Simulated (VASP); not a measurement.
Ta (bcc): computed properties

Method: PBE GGA, VASP's PBE PAW potentials (set 64) (plane waves; VASP).

```json
{
  "space_group": "Im-3m (229)",
  "cell": "a = b = c = 3.3195 Å, α = β = γ = 90.00°",
  "volume_per_atom": "18.29 Å³/atom",
  "band gap (over mesh and band path)": "none (metal, semimetal or under 0.01 eV)",
  "hill_bulk_modulus": "206 GPa",
  "hill_shear_modulus": "770 kbar",
  "Poisson's ratio": "0.334",
  "band_gap_with_spin_orbit_coupling": "none (metallic)",
  "density": "16.43 g/cm³",
  "C11": "279 GPa",
  "C12": "170 GPa",
  "C44": "96.9 GPa"
}
```

```
Ta
1.0
   -1.65973     1.65973     1.65973
    1.65973    -1.65973     1.65973
    1.65973     1.65973    -1.65973
Ta
1
Direct
  0.00000   0.00000   0.00000
```

Measured: a 3.299 Å at 0 K (computed value off by +0.6 %), as given by Daniel Mejia-Rodriguez et al., Physical Review B (2018), arXiv:1807.09216 [static lattice: zero-point anharmonic expansion removed]. Finite-difference elastic constants of metals are sensitive to mesh and smearing; shear constants can be off by tens of GPa. Unless said otherwise, spin-orbit coupling is left out, though it shifts the bands of the heavy elements here.

The compound is Ta in the bcc structure. It was relaxed first. Symmetry was kept, so distortions that lower it aren't found.
